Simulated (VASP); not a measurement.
Output of a VASP run:

**OUTCAR**
```
 ion  position               nearest neighbor table
   1  0.000  0.000  0.000-   2 2.85   2 2.85   2 2.85   2 2.85
   2  0.250  0.250  0.250-   1 2.85   1 2.85   1 2.85   1 2.85
  LATTYP: Found a face centered cubic cell.
 ALAT       =     6.5892000000
 Subroutine PRICEL returns:
 Original cell was already a primitive cell.
 Subroutine GETGRP returns: Found 24 space group operations
The static configuration has the point symmetry T_d .
The dynamic configuration has the point symmetry T_d .
 Subroutine INISYM returns: Found 24 space group operations
 Subroutine IBZKPT returns following result:
 Found     10 irreducible k-points:

 Following reciprocal coordinates:
            Coordinates               Weight
  0.000000  0.000000  0.000000      1.000000
  0.200000  0.000000  0.000000      8.000000
  0.400000  0.000000  0.000000      8.000000
  0.200000  0.200000  0.000000      6.000000
  0.400000  0.200000  0.000000     24.000000
 -0.400000  0.200000  0.000000     24.000000
 -0.200000  0.200000  0.000000     12.000000
  0.400000  0.400000  0.000000      6.000000
 -0.400000  0.400000  0.000000     12.000000
 -0.400000  0.400000  0.200000     24.000000
   k-points           NKPTS =     10   k-points in BZ     NKDIM =     10   number of bands    NBANDS=     13
   number of dos      NEDOS =    301   number of ions     NIONS =      2
   total plane-waves  NPLWV =  27000
   dimension x,y,z NGX =    30 NGY =   30 NGZ =   30
   dimension x,y,z NGXF=    60 NGYF=   60 NGZF=   60
   ions per type =               1   1
   PREC   = accura    normal or accurate (medium, high low for compatibility)
   ISTART =      0    job   : 0-new  1-cont  2-samecut
   ICHARG =      2    charge: 1-file 2-atom 10-const
   ISPIN  =      1    spin polarized calculation?
   LNONCOLLINEAR =      F non collinear calculations
   LSORBIT =      F    spin-orbit coupling
   INIWAV =      1    electr: 0-lowe 1-rand  2-diag
   ENCUT  =  400.0 eV  29.40 Ry    5.42 a.u.   7.60  7.60  7.60*2*pi/ulx,y,z
   NELM   =    100;   NELMIN=  2; NELMDL= -5     # of ELM steps
   EDIFF  = 0.1E-05   stopping-criterion for ELM
   LREAL  =      F    real-space projection
   NLSPLINE    = F    spline interpolate recip. space projectors
   LMAXMIX     =    6 max onsite mixed and CHGCAR
   VOSKOWN=      0    Vosko Wilk Nusair interpolation
   EDIFFG = 0.1E-04   stopping-criterion for IOM
   NSW    =      0    number of steps for IOM
   NBLOCK =      1;   KBLOCK =      1    inner block; outer block
   IBRION =     -1    ionic relax: 0-MD 1-quasi-New 2-CG
   NFREE  =      0    steps in history (QN), initial steepest desc. (CG)
   ISIF   =      2    stress and relaxation
   ISYM   =      2    0-nonsym 1-usesym 2-fastsym
   TEIN   =    0.0    initial temperature
   TEBEG  =    0.0;   TEEND  =   0.0 temperature during run
   SMASS  =  -3.00    Nose mass-parameter (am)
   PSTRESS=    0.0 pullay stress
   NELECT =      18.0000    total number of electrons
   EFERMI =   0.00;   METHOD = LEGACY
   ISMEAR =     0;   SIGMA  =   0.05  broadening in eV -4-tet -1-fermi 0-gaus
   IALGO  =     38    algorithm
   LDIAG  =      T    sub-space diagonalisation (order eigenvalues)
   IMIX   =      4    mixing-type and parameters
     AMIX     =   0.40;   BMIX     =  1.00
     AMIX_MAG =   1.60;   BMIX_MAG =  1.00
     AMIN     =   0.10
   GGA     = PE    functional components
   VOSKOWN =     0    Vosko Wilk Nusair interpolation
   LHFCALC =     F    Hartree Fock is set to
   LHFONE  =     F    Hartree Fock one center treatment
   AEXX    =    0.0000 exact exchange contribution
   IVDW    =     0    specifies the selected vdW correction
   LEPSILON=     F    determine dielectric tensor
   LRPA    =     F    only Hartree local field effects (RPA)
  energy-cutoff  :      400.00
  volume of cell :       71.52
      direct lattice vectors                 reciprocal lattice vectors
     0.000000000  3.294600000  3.294600000    -0.151763492  0.151763492  0.151763492
     3.294600000  0.000000000  3.294600000     0.151763492 -0.151763492  0.151763492
     3.294600000  3.294600000  0.000000000     0.151763492  0.151763492 -0.151763492
...
```

### OSZICAR
```
       N       E                     dE             d eps       ncg     rms          rms(c)
DAV:   1     0.933638690965E+02    0.93364E+02   -0.70777E+03   260   0.959E+02
DAV:   2    -0.119241463532E+00   -0.93483E+02   -0.89996E+02   275   0.245E+02
DAV:   3    -0.378871331793E+01   -0.36695E+01   -0.36562E+01   325   0.502E+01
DAV:   4    -0.382417199246E+01   -0.35459E-01   -0.35441E-01   360   0.452E+00
DAV:   5    -0.382426928624E+01   -0.97294E-04   -0.97293E-04   315   0.221E-01    0.701E+00
DAV:   6    -0.362264719286E+01    0.20162E+00   -0.49345E-01   295   0.999E+00    0.562E+00
DAV:   7    -0.361646626155E+01    0.61809E-02   -0.10706E-01   290   0.251E+00    0.215E+00
DAV:   8    -0.361591692259E+01    0.54934E-03   -0.10620E-02   260   0.137E+00    0.568E-01
DAV:   9    -0.361597519707E+01   -0.58274E-04   -0.85447E-04   295   0.363E-01    0.123E-01
DAV:  10    -0.361600938529E+01   -0.34188E-04   -0.10044E-04   281   0.991E-02    0.516E-02
DAV:  11    -0.361602650474E+01   -0.17119E-04   -0.39477E-05   275   0.515E-02    0.319E-02
DAV:  12    -0.361602497534E+01    0.15294E-05   -0.48662E-06   305   0.192E-02    0.179E-02
DAV:  13    -0.361602492930E+01    0.46040E-07   -0.38992E-07   160   0.431E-03
   1 F= -.36160249E+01 E0= -.36157164E+01  d E =-.617049E-03
```

**OUTCAR**
```
------------------------ aborting loop because EDIFF is reached ----------------------------------------
  FORCE on cell =-STRESS in cart. coord.  units (eV):
  Direction    XX          YY          ZZ          XY          YZ          ZX
  --------------------------------------------------------------------------------------
  Total        0.5385135      0.5385135      0.5385135      0.0000000      0.0000000      0.0000000
  in kB       12.0633823     12.0633823     12.0633823      0.0000000      0.0000000      0.0000000
  external PRESSURE =      12.0633823 kB  Pullay stress =       0.0000000 kB
  volume of cell :       71.52
      direct lattice vectors                 reciprocal lattice vectors
     0.000000000  3.294600000  3.294600000    -0.151763492  0.151763492  0.151763492
     3.294600000  0.000000000  3.294600000     0.151763492 -0.151763492  0.151763492
     3.294600000  3.294600000  0.000000000     0.151763492  0.151763492 -0.151763492
 POSITION                                       TOTAL-FORCE (eV/Angst)
 -----------------------------------------------------------------------------------
      0.00000      0.00000      0.00000        -0.000000     -0.000000     -0.000000
      1.64730      1.64730      1.64730         0.000000      0.000000      0.000000
 -----------------------------------------------------------------------------------
    total drift:                                0.000000      0.000000      0.000000
  FREE ENERGIE OF THE ION-ELECTRON SYSTEM (eV)
  ---------------------------------------------------
  free  energy   TOTEN  =        -3.6160249293 eV

  energy  without entropy=       -3.6154078800  energy(sigma->0) =       -3.61571640
```
(Selected blocks of OUTCAR.)

**POSCAR**
```
HgTe
1
    0.0000000000     3.2946000000     3.2946000000
    3.2946000000     0.0000000000     3.2946000000
    3.2946000000     3.2946000000     0.0000000000
Hg Te
1 1
Direct
  0.0000000000   0.0000000000   0.0000000000
  0.2500000000   0.2500000000   0.2500000000
```

### Question
Write an INCAR and KPOINTS that could have produced this output.

### Answer
One answer among several that fit: the input of the run itself, PBE GGA, plane waves, VASP's PBE PAW potentials (set 64).

File KPOINTS:
```
Automatic mesh
0
gamma
 5 5 5
0 0 0
```

### INCAR
```
SYSTEM = HgTe
PREC = Accurate; ENCUT = 400; LREAL = F
LASPH = T
EDIFF = 1E-6; NELM = 100; ALGO = Normal
LMAXMIX = 6
ISMEAR = 0; SIGMA = 0.05
GGA = PE
ISIF = 2
LWAVE = F; LCHARG = F
```

POTCAR, in this order: Hg Te (PBE.64 set). Program: vasp_std.

The compound is HgTe in the zinc blende structure. The cell was not relaxed at this level. The k-mesh is coarse (spacing up to 0.33 per Å, 2π included), so the numbers may not be converged in it.
